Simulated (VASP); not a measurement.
Te₃As₂ (space group C2/m): the band gap from VASP (plane waves, PAW) at several levels of theory. Gaps are without spin-orbit coupling. Each level names its cell: its own relaxed one, PBE's, or the starting one. A gap is the smallest over the k-mesh and a band path; hybrids may have named points in place of the path, and GW has the mesh alone.  Without a dispersion term in the relaxation, distances and binding between the weakly bound layers, chains or molecules are unreliable, and so is what depends on them.

| level | band gap (eV) |
|---|---|
| PBEsol (own cell) | 0.19 |
| HSE06 (PBE cell) | 0.85 |

The cell of the PBEsol (own cell) run:

```
CELL_PARAMETERS angstrom
      7.07692    -2.00876    -0.11946
      7.07692     2.00876    -0.11946
     -0.87599     0.00000     9.72581
ATOMIC_POSITIONS crystal
  Te 0.02966 0.02966 0.28540
  Te 0.97034 0.97034 0.71460
  Te 0.78252 0.78252 0.34086
  Te 0.21748 0.21748 0.65914
  Te 0.37689 0.37689 0.03696
  Te 0.62311 0.62311 0.96304
  As 0.61602 0.61602 0.44807
  As 0.38398 0.38398 0.55193
  As 0.20120 0.20120 0.14246
  As 0.79880 0.79880 0.85754
```

Only levels that ran to the end are used. Left out are those held back, those with too coarse a band path, GW runs whose mesh misses a band edge, hybrids' fits of cells that aren't cubic and levels without matching references; a question may draw on a part of the rest.

The structure comes from a computed database's Te3As2 entry (C2/m); how it stands against other phases isn't given here.
